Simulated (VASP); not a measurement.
Input for VASP

**INCAR**
```
SYSTEM = PtSe2
PREC = Accurate
ENCUT = 400
EDIFF = 1E-6
NELM = 100
ALGO = Normal
LREAL = .FALSE.
LASPH = .TRUE.
ISMEAR = 0
SIGMA = 0.05
GGA = PE
LMAXMIX = 6
LWAVE = .FALSE.
LCHARG = .FALSE.
ISIF = 2
LSORBIT = .TRUE.
MAGMOM = 0 0 0 0 0 0 0 0 0
GGA_COMPAT = .FALSE.
```

File KPOINTS:
```
Automatic mesh
0
Gamma
5 5 4
0 0 0
```

### POSCAR
```
PtSe2
1
    1.9023000000    -3.2948800000     0.0000000000
    1.9023000000     3.2948800000     0.0000000000
    0.0000000000     0.0000000000     5.1816000000
Pt Se
1 2
Direct
  0.0000000000   0.0000000000   0.0000000000
  0.3333330000   0.6666670000   0.2550000000
  0.6666670000   0.3333330000   0.7450000000
```

POTCAR, in this order: Pt Se (PBE.64 set). Program: vasp_std.

Output

### standard output
```
 POSCAR found type information on POSCAR PtSe
 POSCAR found :  2 types and       3 ions
 Reading from existing POTCAR

 -----------------------------------------------------------------------------
|                                                                             |
|     EEEEEEE  RRRRRR   RRRRRR   OOOOOOO  RRRRRR      ###     ###     ###     |
|     E        R     R  R     R  O     O  R     R     ###     ###     ###     |
|     E        R     R  R     R  O     O  R     R     ###     ###     ###     |
|     EEEEE    RRRRRR   RRRRRR   O     O  RRRRRR       #       #       #      |
|     E        R   R    R   R    O     O  R   R                               |
|     E        R    R   R    R   O     O  R    R      ###     ###     ###     |
|     EEEEEEE  R     R  R     R  OOOOOOO  R     R     ###     ###     ###     |
|                                                                             |
|     ERROR: Noncollinear calculations require that VASP is compiled          |
|     without the flag -DNGXhalf and-DNGZhalf.                                |
|     You probably tried to run a noncollinear calculation                    |
|     (LNONCOLLINEAR=T) with the executable vasp_std. Use vasp_ncl            |
|     instead!                                                                |
|                                                                             |
|       ---->  I REFUSE TO CONTINUE WITH THIS SICK JOB ... BYE!!! <----       |
|                                                                             |
 -----------------------------------------------------------------------------
```

Question: Read the log: what went wrong, and how is it fixed?

Answer: The cause: LSORBIT needs the non-collinear program vasp_ncl. VASP stops with an error: ERROR: Noncollinear calculations require that VASP is compiled without the flag -DNGXhalf and-DNGZhalf. You probably tried to run a noncollinear calculation (LNONCOLLINEAR=T) with the executable vasp_std. Use vasp_ncl instead! ----> I REFUSE TO CONTINUE WITH THIS SICK JOB ... BYE!!! <---- To mend it, run vasp_ncl.

The mended run (PBE GGA with spin-orbit coupling, plane waves, VASP's PBE PAW potentials (set 64)) converges, and its OSZICAR ends with
```
   1 F= -.14652616E+02 E0= -.14652086E+02  d E =-.106003E-02  mag=    -0.0000     0.0000     0.0000
```

The compound is PtSe2 in the 1T layered structure. The cell was not relaxed at this level.
